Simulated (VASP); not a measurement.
VASP runs on CsSnI$_{3}$ (space group Pnma) share one base input (PBE GGA, plane waves, VASP's PBE PAW potentials (set 64)) and change the settings named in each case.

POSCAR:
```
CsSnI3
1
   10.3549830000     0.0000000000     0.0000000000
    0.0000000000     4.6732450000     0.0000000000
    0.0000000000     0.0000000000    17.5532110000
Cs Sn I
4 4 12
Direct
  0.5841500000   0.2500000000   0.1699000000
  0.4158500000   0.7500000000   0.8301000000
  0.9158500000   0.7500000000   0.6699000000
  0.0841500000   0.2500000000   0.3301000000
  0.8413600000   0.2500000000   0.9381000000
  0.1586400000   0.7500000000   0.0619000000
  0.6586400000   0.7500000000   0.4381000000
  0.3413600000   0.2500000000   0.5619000000
  0.5268500000   0.7500000000   0.6156000000
  0.4731500000   0.2500000000   0.3844000000
  0.9731500000   0.2500000000   0.1156000000
  0.0268500000   0.7500000000   0.8844000000
  0.7940100000   0.7500000000   0.2913600000
  0.2059900000   0.2500000000   0.7086400000
  0.7059900000   0.2500000000   0.7913600000
  0.2940100000   0.7500000000   0.2086400000
  0.6661100000   0.7500000000   0.9986300000
  0.3338900000   0.2500000000   0.0013700000
  0.8338900000   0.2500000000   0.4986300000
  0.1661100000   0.7500000000   0.5013700000
```

**INCAR**
```
# general
SYSTEM   =  CsSnI3
PREC     =  Accurate
ENCUT    =  300   # plane-wave cut-off (eV)
LREAL    =  Auto
LASPH    =  .TRUE.   # aspherical one-centre terms

# electronic loop
EDIFF    =  1E-6
NELM     =  100   # most electronic steps
ALGO     =  Normal   # blocked Davidson
LMAXMIX  =  4

# smearing
ISMEAR   =  0   # Gaussian
SIGMA    =  0.01   # width (eV)

# functional
GGA      =  PE   # PBE

# ions
ISIF     =  2

# output
LWAVE    =  .FALSE.
LCHARG   =  .FALSE.
```

KPOINTS:
```
K-points
0
Gamma
2 3 1
```

POTCAR, in this order: Cs_sv Sn_d I (PBE.64 set). Program: vasp_std.

```tsv
change	E(σ→0) (eV/atom)	pressure (GPa)	largest force (eV/Å)
base run	-2.7909	1.93	0.358
IVDW = 13	-3.0739	0.82	0.341
KPOINTS 2×4×1 Γ-centred mesh	-2.7904	1.95	0.362
KPOINTS 1×1×1 Γ-centred mesh	-2.2728	5.54	0.434
NBANDS = 89	-2.7909	1.93	0.358
```
 Energies of different potentials or functionals have different zeros.  Unless said otherwise, spin-orbit coupling is left out, though it shifts the bands of the heavy elements here. At 300 eV the pressure can carry a Pulay error.

Left out are runs that ran out of time, are held back, or changed the cell or the kind of run, fixed moments of cells without a moment, rows past the twelfth, gaps on odd meshes, pressures of charged cells and columns that move by less than the noise.

The structure comes from a computed database's CsSnI3 entry; how it stands against other phases isn't given here. The cell was not relaxed at this level, forces remain on its atoms, its lattice was scaled by up to 2.5 %.
